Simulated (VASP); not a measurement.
Data:

```
CELL_PARAMETERS angstrom
      4.47893    -2.30887     0.08343
      4.47893     2.30887     0.08343
      3.21804     0.00000     3.87852
ATOMIC_POSITIONS crystal
  Bi 0.22897 0.22897 0.22897
  Bi 0.77103 0.77103 0.77103
```

The numbers are results of vdW-DF2, VASP's PBE PAW potentials (set 64) (plane waves; VASP), not measurements. Run with 520 eV cut-off, 7×7×7 Γ-centred mesh, Gaussian smearing of 0.050 eV, potentials Bi_d.

Task: The ions and cell shape at fixed volume are relaxed. Which structure does the run end with?

Result: 
```
CELL_PARAMETERS angstrom
      4.37374    -2.34112     0.02885
      4.37374     2.34112     0.02885
      3.09522     0.00000     3.87696
ATOMIC_POSITIONS crystal
  Bi 0.23233 0.23233 0.23233
  Bi 0.76767 0.76767 0.76767
```
Space group R-3m (166), at a tolerance of 0.03 Å.

Task: How much energy does the relaxation gain?

Result: The energy (σ→0) changes by -8.7 meV/atom, in 6 ionic steps.

The compound is Bi in the a7 structure. This cell is one point of a volume scan, at 0.94 of the reference volume. Symmetry was kept, so distortions that lower it aren't found.
